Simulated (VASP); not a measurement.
All values below come from LDA (Ceperley-Alder, Perdew-Zunger), VASP's LDA PAW potentials (set 64) (plane waves; VASP). Each cell was relaxed at this level.

### Question
Which of these has an unstable (imaginary) mode at Γ?
(A) BN, F-43m (216)
(B) AgBr, Fm-3m (225)
(C) BaTiO3, Pm-3m (221)
(D) BP, F-43m (216)

### Answer
C, BaTiO3, Pm-3m (221). Its optical Γ-point modes are 155i (×3), 186 (×3), 291 (×3), 477 (×3) cm⁻¹.
